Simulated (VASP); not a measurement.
Consider the following.

```
Ni3Si
1.0
    3.50521     0.00000     0.00000
    0.00000     3.50521     0.00000
    0.00000     0.00000     3.50521
Si Ni
1 3
Cartesian
  0.00000   0.00000   0.00000
  0.00000   1.75261   1.75261
  1.75261   0.00000   1.75261
  1.75261   1.75261   0.00000
```

These are PBE GGA with D4 dispersion, VASP's PBE PAW potentials (set 64) (plane waves; VASP) values and carry that method's errors. Numerical set-up: 520 eV cut-off, 9×9×9 Γ-centred mesh, first-order Methfessel-Paxton smearing of 0.10 eV, potentials Si Ni.

Estimate the energy per atom (σ→0), pressure, band gap (on the k-mesh) with the smallest direct gap where there is one.

| Quantity | Result |
|---|---|
| band gap (on the k-mesh) | none (metal, semimetal or under 0.01 eV) |
| energy per atom (σ→0) | -6.413 eV/atom |
| pressure | -6.63 GPa |

The absolute energy has meaning only against runs of the same code, potentials and settings.

The compound is Ni3Si in the L1_2 structure. This cell is one point of a volume scan, at 1.03 of the reference volume. The run is not spin-polarised, so no magnetic state was tried.
